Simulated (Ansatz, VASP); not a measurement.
Two plane-wave programs on Rb2Mg

```
CELL_PARAMETERS angstrom
8.79850 -3.99846 0.00000
8.79850 3.99846 0.00000
0.00000 0.00000 5.54203
ATOMIC_POSITIONS crystal
Rb 0.59200 0.13193 0.75000
Rb 0.13193 0.59200 0.25000
Rb 0.40800 0.86807 0.25000
Rb 0.86807 0.40800 0.75000
Mg 0.09141 0.90859 0.75000
Mg 0.90859 0.09141 0.25000
```

Change from the starting cell: volume scaled by 0.96.

Alike in both runs: task single point; functional PBE; k mesh 4 × 4 × 5; occupations fermi-dirac, width 0.05 eV; no spin polarisation.

```csv
,VASP,Ansatz
version,VASP 6.6.1,Ansatz 0.2.0
potentials or method,"VASP PAW PBE potentials, release 64 (Rb_sv, Mg)",Ansatz PAW
plane-wave cutoff (eV),520,420
valence electrons in the cell,40,56
```

|  | VASP | Ansatz | Ansatz less VASP |
| --- | --- | --- | --- |
| gap on the k mesh at the Fermi level (eV) | none | none | - |
| pressure (GPa) | 0.2 | 0.2 | 0.00 |
| largest component of the traceless stress (GPa) | 0.11 | 0.11 | -0.002 |
| rms of the force components (eV/Å) | 0.020 | 0.020 | 0.0000 |

Atom by atom the forces differ by 0.001 eV/Å (rms over components). A gap of «none» marks a metal or a gap that the smearing closes. The two sets of potentials don't hold the same shells in valence.
